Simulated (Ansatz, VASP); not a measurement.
# InHO2 in two plane-wave programs, part 2 of 2

One calculation is typed for both programs; each brings its own data sets. How far apart do they land? The cell is taken from a series of runs on this material, whose earlier steps may have relaxed, scaled, displaced or heated it; both programs get it as it stands.

VASP 6.6.1 and Ansatz 0.2.0.

So far: Starting point; Ansatz: single point, r2SCAN with rVV10.

## Step 3: VASP: single point, r2SCAN with rVV10

Level of this step: r2SCAN with rVV10; plane waves and PAW (In_d, H, O) (VASP).

The same cell, functional and mesh now go to VASP, with its own data sets.

Lines of VASP's logs that name or quote its potential files are left out, and so is its time.

The input, INCAR:

```
SYSTEM = InHO2
PREC = Accurate
ENCUT = 580
EDIFF = 1E-06
NELM = 120
ISMEAR = 0
SIGMA = 0.01
LREAL = .FALSE.
ALGO = Normal
METAGGA = R2SCAN
LUSE_VDW = .TRUE.
IVDW_NL = 2
BPARAM = 11.95
CPARAM = 0.0093
LASPH = .TRUE.
NBANDS = 34
LORBIT = 11
LWAVE = .FALSE.
LCHARG = .FALSE.
ISIF = 2
GGA_COMPAT = .FALSE.
EFERMI = MIDGAP
LMIXTAU = .TRUE.
KPAR = 2
```

The input, POSCAR:

```
InHO2
1.0
    3.2838861257      0.0000000000      0.0000000000
    0.0000000000      4.5797186074      0.0000000000
    0.0000000000      0.0000000000      5.2776858519
In H O
2 2 4
Direct
    0.0000000000      0.7278178911      0.0007655666
    0.5000000000      0.2721821089      0.5007655666
    0.0000000000      0.8023920204      0.4792500740
    0.5000000000      0.1976079796      0.9792500740
    0.0000000000      0.9827511835      0.3632387268
    0.5000000000      0.0172488165      0.8632387268
    0.0000000000      0.5229990854      0.6387456325
    0.5000000000      0.4770009146      0.1387456325
```

The input, KPOINTS:

```
Automatic mesh
0
Gamma
8 6 6
0 0 0
```

PAW data sets: In_d, H and O (PBE family, release 64).

Started as:

```console
$ mpirun -np 2 vasp_std
```

Numbers of over 12 decimals in the logs are rounded to 6 here.

Output:

```text
[banner, memory and clock lines left out]
running    2 mpi-ranks, on    1 nodes
 distrk:  each k-point on    1 cores,    2 groups
 distr:  one band on    1 cores,    1 groups

 POSCAR found type information on POSCAR InH O
 POSCAR found :  3 types and       8 ions
|                                                                             |
|               ----> ADVICE to this user running VASP <----                  |
|                                                                             |
|     You have switched on vdW-DFT.                                           |
|     This routine was written and supplied by Jiri Klimes. We recommend      |
|     that you carefully read and cite the following publications:            |
|       J. Klimes, D.R. Bowler, A. Michelides                                 |
|          J. Phys.: Cond Matt. 22 022201 (2010)                              |
|       J. Klimes, D.R. Bowler, A. Michelides                                 |
|          Phys. Rev. B. 83, 195131 (2011)                                    |
|     and references therein.                                                 |
|                                                                             |

|                                                                             |
|               ----> ADVICE to this user running VASP <----                  |
|                                                                             |
|     You enforced a specific xc type in the INCAR file but a different       |
|     [... a line on the potential file left out ...]
|     I HOPE YOU KNOW WHAT YOU ARE DOING!                                     |
|                                                                             |

 LDA part: xc-table for (None), standard interpolation
 POSCAR, INCAR and KPOINTS ok, starting setup
 FFT: planning ... GRIDC
 FFT: planning ... GRID_SOFT
 FFT: planning ... GRID
 WAVECAR not read
 entering main loop
       N       E                     dE             d eps       ncg     rms          rms(c)
Total rVV10 correction in eV:      1.2412174    54.4239931
Total rVV10 correction in eV:      1.2412174    54.4239931
DAV:   1     0.624157153944E+03    0.62416E+03   -0.27803E+04  5490   0.229E+03
DAV:   2    -0.381011426171E+00   -0.62454E+03   -0.59096E+03  5882   0.569E+02
DAV:   3    -0.100890247697E+03   -0.10051E+03   -0.98126E+02  5842   0.225E+02
DAV:   4    -0.106546436520E+03   -0.56562E+01   -0.56004E+01  7194   0.544E+01
DAV:   5    -0.106725015522E+03   -0.17858E+00   -0.17828E+00  6960   0.954E+00    0.186E+01
Total rVV10 correction in eV:      1.3257843    54.4239952
Total rVV10 correction in eV:      1.3257843    54.4239952
DAV:   6    -0.906398265818E+02    0.16085E+02   -0.14324E+01  8648   0.694E+01    0.129E+01
Total rVV10 correction in eV:      1.3539312    54.4239951
Total rVV10 correction in eV:      1.3539312    54.4239951
DAV:   7    -0.860495067490E+02    0.45903E+01   -0.24390E+00  6896   0.121E+01    0.341E+00
Total rVV10 correction in eV:      1.3779048    54.4239951
Total rVV10 correction in eV:      1.3779048    54.4239951
DAV:   8    -0.868107776977E+02   -0.76127E+00   -0.11071E+00  5508   0.841E+00    0.304E+00
Total rVV10 correction in eV:      1.3940371    54.4239951
Total rVV10 correction in eV:      1.3940371    54.4239951
DAV:   9    -0.867427032791E+02    0.68074E-01   -0.48209E-01  6180   0.704E+00    0.317E-01
Total rVV10 correction in eV:      1.3972863    54.4239951
Total rVV10 correction in eV:      1.3972863    54.4239951
DAV:  10    -0.871646669157E+02   -0.42196E+00   -0.27652E-01  5498   0.475E+00    0.406E-01
Total rVV10 correction in eV:      1.4010895    54.4239951
Total rVV10 correction in eV:      1.4010895    54.4239951
DAV:  11    -0.871787514568E+02   -0.14085E-01   -0.18302E-02  6604   0.112E+00    0.482E-01
Total rVV10 correction in eV:      1.4034209    54.4239951
Total rVV10 correction in eV:      1.4034209    54.4239951
DAV:  12    -0.870654744134E+02    0.11328E+00   -0.61785E-02  5506   0.228E+00    0.288E-01
Total rVV10 correction in eV:      1.4026749    54.4239951
Total rVV10 correction in eV:      1.4026749    54.4239951
DAV:  13    -0.871786202179E+02   -0.11315E+00   -0.27477E-02  5476   0.148E+00    0.385E-02
Total rVV10 correction in eV:      1.4029871    54.4239951
Total rVV10 correction in eV:      1.4029871    54.4239951
DAV:  14    -0.871878771789E+02   -0.92570E-02   -0.52572E-03  5762   0.651E-01    0.478E-02
Total rVV10 correction in eV:      1.4028557    54.4239951
Total rVV10 correction in eV:      1.4028557    54.4239951
DAV:  15    -0.871875072788E+02    0.36990E-03   -0.57467E-04  6896   0.186E-01    0.650E-02
Total rVV10 correction in eV:      1.4030009    54.4239951
Total rVV10 correction in eV:      1.4030009    54.4239951
DAV:  16    -0.871878664805E+02   -0.35920E-03   -0.16694E-04  5786   0.106E-01    0.253E-02
Total rVV10 correction in eV:      1.4029941    54.4239951
Total rVV10 correction in eV:      1.4029941    54.4239951
DAV:  17    -0.871879046630E+02   -0.38183E-04   -0.15386E-05  6686   0.316E-02    0.641E-03
Total rVV10 correction in eV:      1.4030290    54.4239951
Total rVV10 correction in eV:      1.4030290    54.4239951
DAV:  18    -0.871879169741E+02   -0.12311E-04   -0.20066E-05  6182   0.421E-02    0.599E-03
Total rVV10 correction in eV:      1.4030215    54.4239951
Total rVV10 correction in eV:      1.4030215    54.4239951
DAV:  19    -0.871879196305E+02   -0.26563E-05   -0.11244E-06  4352   0.986E-03    0.272E-03
Total rVV10 correction in eV:      1.4030109    54.4239951
Total rVV10 correction in eV:      1.4030109    54.4239951
DAV:  20    -0.871879199615E+02   -0.33101E-06   -0.11883E-06  3706   0.120E-02
Total rVV10 correction in eV:      1.4030134    54.4239951
Total rVV10 correction in eV:      1.4030134    54.4239951
Total rVV10 correction in eV:      1.4030136    54.4239951
Total rVV10 correction in eV:      1.4030136    54.4239951
   1 F= -.87187920E+02 E0= -.87187920E+02  d E =0.000000E+00
```

From OUTCAR (step 3):

```text
ion  position               nearest neighbor table
   1  0.000  0.728  0.001-   7 2.13   8 2.13   8 2.13   6 2.23   6 2.23   5 2.24   2 3.74   2 3.74
                             2 3.74   2 3.74   2 3.98   2 3.98   2 3.98   2 3.98
   2  0.500  0.272  0.501-   8 2.13   7 2.13   7 2.13   5 2.23   5 2.23   6 2.24   1 3.74   1 3.74
                             1 3.74   1 3.74   1 3.98   1 3.98   1 3.98   1 3.98
   3  0.000  0.802  0.479-   5 1.03
   4  0.500  0.198  0.979-   6 1.03
   5  0.000  0.983  0.363-   3 1.03   2 2.23   2 2.23   1 2.24
   6  0.500  0.017  0.863-   4 1.03   1 2.23   1 2.23   2 2.24
   7  0.000  0.523  0.639-   1 2.13   2 2.13   2 2.13
   8  0.500  0.477  0.139-   2 2.13   1 2.13   1 2.13

  LATTYP: Found a simple orthorhombic cell.
 ALAT       =     3.2838861257
 B/A-ratio  =     1.3946033547
 C/A-ratio  =     1.6071464265

 Subroutine GETGRP returns: Found  4 space group operations
 (whereof  2 operations were pure point group operations)

The static configuration has the point symmetry C_1h.
 The point group associated with its full space group is C_2v.

 Found     80 irreducible k-points:

   k-points           NKPTS =     80   k-points in BZ     NKDIM =     80   number of bands    NBANDS=     34

   dimension x,y,z NGX =    28 NGY =   36 NGZ =   42
   dimension x,y,z NGXF=    56 NGYF=   72 NGZF=   84

   ENCUT  =  580.0 eV  42.63 Ry    6.53 a.u.   6.45  8.99 10.36*2*pi/ulx,y,z

   NELECT =      52.0000    total number of electrons

 k-points in reciprocal lattice and weights: Automatic mesh
   0.00000000  0.00000000  0.00000000       0.003
   0.12500000  0.00000000  0.00000000       0.007
   0.25000000  0.00000000  0.00000000       0.007
   0.37500000  0.00000000  0.00000000       0.007
   0.50000000  0.00000000  0.00000000       0.003
   0.00000000  0.16666667  0.00000000       0.007
   0.12500000  0.16666667  0.00000000       0.014
   0.25000000  0.16666667  0.00000000       0.014
   0.37500000  0.16666667  0.00000000       0.014
[...]
0.37500000  0.50000000  0.50000000       0.007
   0.50000000  0.50000000  0.50000000       0.003

 average (electrostatic) potential at core
       1 -99.7499       2 -99.7499       3 -34.9521       4 -34.9521       5 -73.3737
       6 -73.3737       7 -72.3800       8 -72.3800

 E-fermi :   5.3488

 k-point     1 :       0.0000    0.0000    0.0000
  band No.  band energies     occupation
    ...
     22       3.2998      2.00000
     23       3.6484      2.00000
     24       3.9236      2.00000
     25       3.9633      2.00000
     26       4.0528      2.00000
     27       6.6447      0.00000
     28      11.6178      0.00000
     29      11.8582      0.00000
     30      13.0050      0.00000
     31      15.8291      0.00000
    ...

 k-point     2 :       0.1250    0.0000    0.0000
  band No.  band energies     occupation
    ...
     22       3.2261      2.00000
     23       3.3989      2.00000
     24       3.6437      2.00000
     25       3.8064      2.00000
     26       3.9797      2.00000
     27       7.3594      0.00000
     28      11.8750      0.00000
     29      12.3376      0.00000
     30      13.4279      0.00000
     31      15.3684      0.00000
    ...

 k-point     3 :       0.2500    0.0000    0.0000
  band No.  band energies     occupation
    ...
     22       2.6142      2.00000
     23       3.0102      2.00000
     24       3.1244      2.00000
     25       3.7447      2.00000
     26       3.7701      2.00000
     27       8.7604      0.00000
     28      12.2583      0.00000
     29      13.4900      0.00000
     30      14.3421      0.00000
     31      14.5197      0.00000
    ...

  Total        0.4617093      0.3326229      0.3838240      0.0000000      0.0000000      0.0000000
  in kB        9.3198465      6.7141705      7.7476919      0.0000000      0.0000000      0.0000000
  external PRESSURE =       7.9272363 kB  Pullay stress =       0.0000000 kB

  energy-cutoff  :      580.00
  volume of cell :       79.37
      direct lattice vectors                 reciprocal lattice vectors
     3.283886126  0.000000000  0.000000000     0.304517258  0.000000000  0.000000000
     0.000000000  4.579718607  0.000000000     0.000000000  0.218354027  0.000000000
     0.000000000  0.000000000  5.277685852     0.000000000  0.000000000  0.189476984

 POSITION                                       TOTAL-FORCE (eV/Angst)
 -----------------------------------------------------------------------------------
      0.00000      3.33320      0.00404         0.000000      0.016989     -0.005309
      1.64194      1.24652      2.64288         0.000000     -0.016989     -0.005309
      0.00000      3.67473      2.52933         0.000000     -0.067868      0.043963
      1.64194      0.90499      5.16817         0.000000      0.067868      0.043963
      0.00000      4.50072      1.91706         0.000000      0.005676     -0.017258
      1.64194      0.07899      4.55590         0.000000     -0.005676     -0.017258
      0.00000      2.39519      3.37110         0.000000      0.056821     -0.021396
      1.64194      2.18453      0.73226         0.000000     -0.056821     -0.021396
 -----------------------------------------------------------------------------------
    total drift:                                0.000000      0.000000      0.000595

  FREE ENERGIE OF THE ION-ELECTRON SYSTEM (eV)
  ---------------------------------------------------
  free  energy   TOTEN  =       -87.1879199615 eV

  energy  without entropy=      -87.1879199615  energy(sigma->0) =      -87.18791996

 total charge
# of ion       s       p       d       tot
------------------------------------------
    1        0.619   0.661  10.077  11.357
    2        0.619   0.661  10.077  11.357
    3        0.540   0.128   0.000   0.668
    4        0.540   0.128   0.000   0.668
    5        1.562   3.569   0.000   5.131
    6        1.562   3.569   0.000   5.131
    7        1.558   3.499   0.000   5.057
    8        1.558   3.499   0.000   5.057
--------------------------------------------------
tot          8.558  15.715  20.154  44.427

[... 3 further parts left out ...]
```

The run ends at a pressure of 0.79 GPa, with forces up to 0.081 eV/Å.

## Step 4: Side by side

Known differences besides the potentials themselves: VASP keeps PBE cores, Ansatz makes them for the functional; fixed occupations in Ansatz, narrow Gaussian smearing in VASP; the data sets hold 68 valence electrons in Ansatz (on PAW files that the input asks for by source) and 52 in VASP; the cutoff is 1050 eV in Ansatz and 580 eV in VASP. Total energies have different zeros and are not compared.

Compared:

```csv
quantity,Ansatz,VASP,difference
gap on the k mesh (eV),2.598,2.592,+0.006
```

A gap on the mesh is an upper bound, since the band edges may lie between its points.

## Step 5: VASP: single point, r2SCAN with D4

A single point takes one fixed geometry, so differences don't come from the geometry; what else differs is listed under the comparison.

Edit INCAR of step 3 so:

```diff
@@ -10,6 +10,7 @@
 METAGGA = R2SCAN
-LUSE_VDW = .TRUE.
-IVDW_NL = 2
-BPARAM = 11.95
-CPARAM = 0.0093
+IVDW = 13
+VDW_S6 = 1
+VDW_S8 = 0.6018749
+VDW_A1 = 0.51559235
+VDW_A2 = 5.77342911
 LASPH = .TRUE.
```

POSCAR is that of step 3.

KPOINTS is that of step 3.

Started as:

```console
$ mpirun -np 2 vasp_std
```

Output:

```text
[banner, memory and clock lines left out]
running    2 mpi-ranks, on    1 nodes
[...]
[... a notice as in an earlier step ...]

 LDA part: xc-table for (None), standard interpolation
 POSCAR, INCAR and KPOINTS ok, starting setup
[...]
entering main loop
       N       E                     dE             d eps       ncg     rms          rms(c)
DAV:   1     0.623944718228E+03    0.62394E+03   -0.27817E+04  5490   0.229E+03
DAV:   2    -0.146209134704E+01   -0.62541E+03   -0.59184E+03  5874   0.569E+02
DAV:   3    -0.102341773623E+03   -0.10088E+03   -0.98512E+02  5832   0.225E+02
DAV:   4    -0.108015013249E+03   -0.56732E+01   -0.56174E+01  7168   0.545E+01
[...]
DAV:  18    -0.885928959921E+02   -0.96274E-05   -0.16073E-05  6268   0.383E-02    0.553E-03
DAV:  19    -0.885928988112E+02   -0.28191E-05   -0.12459E-06  4184   0.104E-02    0.257E-03
DAV:  20    -0.885928988088E+02    0.24038E-08   -0.10281E-06  3740   0.121E-02
   1 F= -.89161506E+02 E0= -.89161506E+02  d E =0.000000E+00
```

Parts of OUTCAR (step 5):

```text
  Edisp (eV):   -0.56861

  Total       0.54000     0.35714     0.43101     0.00000     0.00000     0.00000
  in kB      10.90016     7.20900     8.70025     0.00000     0.00000     0.00000
  external pressure =        8.94 kB  Pullay stress =        0.00 kB

 POSITION                                       TOTAL-FORCE (eV/Angst)
 -----------------------------------------------------------------------------------
      0.00000      3.33320      0.00404         0.000000      0.005264     -0.007954
      1.64194      1.24652      2.64288         0.000000     -0.005264     -0.007954
      0.00000      3.67473      2.52933         0.000000     -0.033327      0.017794
      1.64194      0.90499      5.16817         0.000000      0.033327      0.017794
      0.00000      4.50072      1.91706         0.000000     -0.029549      0.016538
      1.64194      0.07899      4.55590         0.000000      0.029549      0.016538
      0.00000      2.39519      3.37110         0.000000      0.050082     -0.026379
      1.64194      2.18453      0.73226         0.000000     -0.050082     -0.026379
 -----------------------------------------------------------------------------------
    total drift:                                0.000000      0.000000      0.000567

  FREE ENERGIE OF THE ION-ELECTRON SYSTEM (eV)
  ---------------------------------------------------
  free  energy   TOTEN  =       -89.1615062641 eV

  energy  without entropy=      -89.1615062641  energy(sigma->0) =      -89.16150626

[... 2 parts as in an earlier step ...]

[... 1 further part left out ...]
[key lines of the parts left out:]
E-fermi :   5.3850
```

The run ends at a pressure of 0.89 GPa, with forces up to 0.057 eV/Å.

## Step 6: Ansatz: single point, r2SCAN with D4

The same cell, functional and mesh now go to Ansatz, which takes its cutoff from its data sets.

The cell is taken from a series of runs on this material, whose earlier steps may have relaxed, scaled, displaced or heated it; both programs get it as it stands.

The input, input.yaml:

```yaml
crystal:
  lattice:
    - [3.2838861257, 0.0, 0.0]
    - [0.0, 4.5797186074, 0.0]
    - [0.0, 0.0, 5.2776858519]
  atoms:
    - { symbol: In, position: [0.0, 0.7278178911, 0.0007655666] }
    - { symbol: In, position: [0.5, 0.2721821089, 0.5007655666] }
    - { symbol: H, position: [0.0, 0.8023920204, 0.479250074] }
    - { symbol: H, position: [0.5, 0.1976079796, 0.979250074] }
    - { symbol: O, position: [0.0, 0.9827511835, 0.3632387268] }
    - { symbol: O, position: [0.5, 0.0172488165, 0.8632387268] }
    - { symbol: O, position: [0.0, 0.5229990854, 0.6387456325] }
    - { symbol: O, position: [0.5, 0.4770009146, 0.1387456325] }
kpoints:
  mp_grid: { grid: [8, 6, 6] }
hamiltonian:
  xc: r2scan
  pseudopotentials: { kind: paw, source: ansatz }
  dispersion: d4
scf:
  occupations: { method: fixed }
  n_extra_bands: 6
  lower_state_search: "off"
  convergence: { dr2_threshold: 1.0e-09 }
output:
  eigenvalues: true
```

Started as:

```console
$ ansatz run input.yaml --threads 8 --pin off --max-ram 18432MiB --backend cpu --events-out ev --progress --plain --runs-dir out
```

Output:

```text
[...]
Crystal: 8 atoms, lattice volume = 79.373 Å³
Basis set: ecut = 1050 eV, 6139 PW (Γ), exchange–correlation on 160×240×256 points (64 copies of the dense FFT grid, shifted against one another)
Bands: 40, of which v1, the nominal top of the filled ones, is band 34 counted from 1 (33 counted from 0)
Symmetry: 4 space group operations
[...]
k-points: 80 of 288 (time reversal used)
[...]
--- Band table (eV; the first three rows and the last of 80) ---
  k-point 0: bands = [... 30 lower, 7.9805, 8.2389, 8.2775, 8.3684, 11.0071, 15.9784, 16.2484, 17.3875, ... 2 higher]
  k-point 1: bands = [... 30 lower, 7.9504, 8.0512, 8.2396, 8.2710, 11.5204, 15.7197, 16.5834, 17.5709, ... 2 higher]
  k-point 2: bands = [... 30 lower, 7.5087, 7.8543, 8.2422, 8.2582, 12.6273, 14.9744, 17.4305, 18.0501, ... 2 higher]
  k-point 79: bands = [... 30 lower, 7.2772, 7.2772, 7.9197, 7.9197, 15.1428, 15.1428, 17.6868, 17.6868, ... 2 higher]
[key lines of the parts left out:]
SCF converged after 11 iterations
Free energy (F): -20270.863548 eV
Fermi energy:    8.368386 eV
```

## Step 7: Side by side

What differs besides the data sets and the points named for the pairs above, as far as they apply: the data sets hold 68 valence electrons in Ansatz (on PAW files that the input asks for by source) and 52 in VASP. Total energies have different zeros and are not compared.

Both answers:

```csv
quantity,Ansatz,VASP,difference
gap on the k mesh (eV),2.639,2.632,+0.006
```

A gap on the mesh is an upper bound, since the band edges may lie between its points.

## Step 8: What came out

- difference in gap on the k mesh (single point, r2SCAN with rVV10): 0.0058 eV
- difference in gap on the k mesh (single point, r2SCAN with D4): 0.0065 eV

The difference in gap on the k mesh is 0.0065 eV (single point, r2SCAN with D4), within the 0.08 eV picked in this series as the mark of a large difference. The data sets hold unlike numbers of valence electrons (68 in Ansatz and 52 in VASP), so part of the differences may come from the potentials. How closely two codes agree says nothing of how well the functional describes the real material.

[Lines on the potential files, build, host, timing and source positions are cut from VASP's logs without a mark.]

[Logs are printed without paths, hosts, clocks, repeated set-up lines and the standing remarks that a program may print on its own settings, such as how far it seeks lower states.]

[Hosts, paths, dates, database ids (printed as entryN), source tags and the programs' standing remarks are cut or masked in the printed files.]
